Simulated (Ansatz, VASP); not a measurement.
# HfC in two plane-wave programs, part 2 of 2

One calculation is typed for both programs; each brings its own data sets. How far apart do they land? The cell is taken from a series of runs on this material, whose earlier steps may have relaxed, scaled, displaced or heated it; both programs get it as it stands.

VASP 6.6.1 and Ansatz 0.2.0.

So far: Starting point; Ansatz: zone-centre phonons, LDA, pair 1; VASP: zone-centre phonons, LDA, pair 1; Comparison.

### Step 5. VASP: zone-centre phonons, LDA, pair 2

Level of this step: LDA; plane waves and PAW (C, Hf_pv) (VASP).

Second derivatives magnify differences that forces hide, and they need a tight electronic threshold. The cell compared in this pair holds 22.95 Å³, against 22.47 Å³ for the pair before.

The input, INCAR:

```
SYSTEM = HfC
PREC = Accurate
ENCUT = 600
EDIFF = 1E-08
NELM = 120
ISMEAR = 1
SIGMA = 0.2
LREAL = .FALSE.
ALGO = Normal
GGA = PW92
NBANDS = 13
LASPH = .TRUE.
LORBIT = 11
LWAVE = .FALSE.
LCHARG = .FALSE.
ISIF = 2
IBRION = 8
GGA_COMPAT = .FALSE.
KPAR = 2
```

The input, POSCAR:

```
HfC
1.0
    0.0000000000      2.2554718755      2.2554718755
    2.2554718755      0.0000000000      2.2554718755
    2.2554718755      2.2554718755      0.0000000000
C Hf
1 1
Direct
    0.0000000000      0.0000000000      0.0000000000
    0.5000000000      0.5000000000      0.5000000000
```

The input, KPOINTS:

```
Automatic mesh
0
Gamma
16 16 16
0 0 0
```

The projector-augmented-wave data sets are C and Hf_pv (LDA family, release 64).

Started as:

```sh
$ mpirun -np 2 vasp_std
```

Numbers of over 12 decimals in the logs are rounded to 6 here.

The log of the run:

```text
[banner, memory and clock lines left out]
running    2 mpi-ranks, on    1 nodes
[...]
[... a notice as in an earlier step ...]

 LDA part: xc-table for (Slater(with rela. corr.)+PW92), standard interpolation
 POSCAR, INCAR and KPOINTS ok, starting setup
[...]
entering main loop
       N       E                     dE             d eps       ncg     rms          rms(c)
DAV:   1     0.242897139672E+02    0.24290E+02   -0.86018E+03  3770   0.119E+03
DAV:   2    -0.242219749927E+02   -0.48512E+02   -0.45447E+02  4750   0.224E+02
DAV:   3    -0.259587608535E+02   -0.17368E+01   -0.17278E+01  4695   0.300E+01
DAV:   4    -0.259678123663E+02   -0.90515E-02   -0.90495E-02  4188   0.262E+00
[...]
DAV:  12    -0.228583115962E+02    0.32411E-06   -0.12612E-06  4735   0.970E-03    0.202E-02
DAV:  13    -0.228583114211E+02    0.17506E-06   -0.46509E-07  4575   0.395E-03    0.580E-04
DAV:  14    -0.228583114242E+02   -0.30884E-08   -0.11312E-08  3440   0.921E-04
   1 F= -.22858311E+02 E0= -.22858087E+02  d E =-.672763E-03
[...]
RMM:   8    -0.121002182620E+00   -0.29107E-05   -0.32199E-08 16593   0.636E-04    0.209E-04
RMM:   9    -0.121001750045E+00    0.43258E-06   -0.46277E-08 17137   0.131E-04    0.199E-04
RMM:  10    -0.121001755391E+00   -0.53461E-08   -0.52208E-08 17483   0.500E-05    0.112E-04
 first order change of Fermi-energy   0.45686E-03
 force on displaced ion       1 direction 1 : -10.342   0.000   0.000
 Linear response progress:
  Degree of freedom:   2/  2
       N       E                     dE             d eps       ncg     rms          rms(c)
RMM:   1    -0.211497345660E+00   -0.21150E+00    0.37987E+00 10198   0.118E+01
RMM:   2    -0.206155942082E+00    0.53414E-02   -0.29681E-02 14025   0.125E+00    0.566E-01
RMM:   3    -0.205504799262E+00    0.65114E-03   -0.91242E-04 17151   0.145E-01    0.240E-01
RMM:   4    -0.205036464663E+00    0.46833E-03   -0.75876E-05 18461   0.497E-02    0.141E-01
[...]
RMM:  11    -0.204660710940E+00   -0.52166E-07   -0.82537E-07 21561   0.914E-05    0.754E-05
RMM:  12    -0.204660741363E+00   -0.30423E-07   -0.30406E-07 20163   0.734E-05    0.163E-05
RMM:  13    -0.204660743833E+00   -0.24700E-08   -0.74755E-08 18586   0.659E-05    0.129E-05
 first order change of Fermi-energy   0.23795E-04
 force on displaced ion       2 direction 1 : -10.348   0.000   0.000
 Linear response finished
```

From OUTCAR (step 5):

```text
  Total        1.7395785      1.7395785      1.7395785      0.0000000      0.0000000      0.0000000
  in kB      121.4541504    121.4541504    121.4541504      0.0000000      0.0000000      0.0000000
  external PRESSURE =     121.4541504 kB  Pullay stress =       0.0000000 kB

 POSITION                                       TOTAL-FORCE (eV/Angst)
 -----------------------------------------------------------------------------------
      0.00000      0.00000      0.00000        -0.000000      0.000000      0.000000
      2.25547      2.25547      2.25547         0.000000     -0.000000     -0.000000
 -----------------------------------------------------------------------------------
    total drift:                                0.000000      0.000000      0.000000

[... 1 part as in an earlier step ...]

[... 1 further part left out ...]
```

### Step 6. Ansatz: zone-centre phonons, LDA, pair 2

The same cell, functional (in two slightly different forms), mesh and smearing now go to Ansatz, which takes its cutoff from its data sets.

The cell is taken from a series of runs on this material, whose earlier steps may have relaxed, scaled, displaced or heated it; both programs get it as it stands.

The input, input.yaml:

```yaml
crystal:
  lattice:
    - [0.0, 2.2554718755, 2.2554718755]
    - [2.2554718755, 0.0, 2.2554718755]
    - [2.2554718755, 2.2554718755, 0.0]
  atoms:
    - { symbol: C, position: [0.0, 0.0, 0.0] }
    - { symbol: Hf, position: [0.5, 0.5, 0.5] }
kpoints:
  mp_grid: { grid: [16, 16, 16] }
hamiltonian:
  xc: lda
  pseudopotentials: { kind: paw, azcp: { folder: soft_1 }, xc_functional: pbe }
scf:
  occupations: { method: methfessel_paxton, width: 0.2 }
output:
  eigenvalues: true
phonons:
  method: dfpt
```

Started as:

```sh
$ ansatz run input.yaml --threads 4 --pin off --max-ram 10240MiB --backend cpu --events-out ev --progress --plain --runs-dir out
```

The log of the run:

```text
[...]
Crystal: 2 atoms, lattice volume = 22.948 Å³
Basis set: ecut = 420 eV, 459 PW (Γ), exchange–correlation on 48×48×48 points (8 copies of the dense FFT grid, shifted against one another)
Bands: 19, of which v1, the nominal top of the filled ones, is band 15 counted from 1 (14 counted from 0)
Symmetry: 48 space group operations
k-points: 349 of 4096 (irreducible under 8 space group operations, time reversal used)
[...]
k-point 2: bands = [... 11 lower, 9.5129, 19.3043, 19.7779, 19.7779, 22.0642, 22.0642, 22.5702, 25.4636]
  k-point 348: bands = [... 11 lower, 10.5231, 16.9345, 17.3772, 17.3772, 24.0213, 24.0213, 27.4825, 27.9767]
[...]
ASR residual: 4.067e-5 → 0.000e0 eV/Å²; symmetrization residual: 8.572e-7 eV/Å²
  ASR residual per site (eV/Å²): 4.07e-5 1.70e-6
  Γ frequencies (cm⁻¹): 0.00 0.00 0.00 502.22 502.22 502.22
[...]
[key lines of the parts left out:]
SCF converged after 11 iterations
Free energy (F): -15722.478609 eV
Fermi energy:    20.151644 eV
```

### Step 7. Comparison

What differs besides the data sets and the points named for the pairs above, as far as they apply: the data sets hold 30 valence electrons in Ansatz (on its PAW soft_1 files) and 14 in VASP. Total energies have different zeros and are not compared.

Compared:

```
                  quantity  Ansatz   VASP  difference
optical mode 1 to 3 (cm⁻¹)   502.2  499.9     +0.46 %
```

Modes are paired by rising frequency, not by their patterns, so a pair may set unlike modes beside each other; they are those without the splitting of longitudinal modes.

### Step 8. Summary of results

```
r.m.s. difference of the optical zone-centre modes, each program's sorted by frequency (zone-centre phonons, LDA, pair 1) : 2.1 cm⁻¹
r.m.s. difference of the optical zone-centre modes, each program's sorted by frequency (zone-centre phonons, LDA, pair 2) : 2.3 cm⁻¹
```

The r.m.s. difference of the optical zone-centre modes, each program's sorted by frequency is 2.1 cm⁻¹ (zone-centre phonons, LDA, pair 1). The data sets hold unlike numbers of valence electrons (30 in Ansatz and 14 in VASP), so part of the differences comes from the potentials. How closely two codes agree says nothing of how well the functional describes the real material.

[Lines on the potential files, build, host, timing and source positions are cut from VASP's logs without a mark.]

[Logs are printed without paths, hosts, clocks, repeated set-up lines and the standing remarks that a program may print on its own settings, such as how far it seeks lower states.]

[Hosts, paths, dates, database ids (printed as entryN), source tags and the programs' standing remarks are cut or masked in the printed files.]
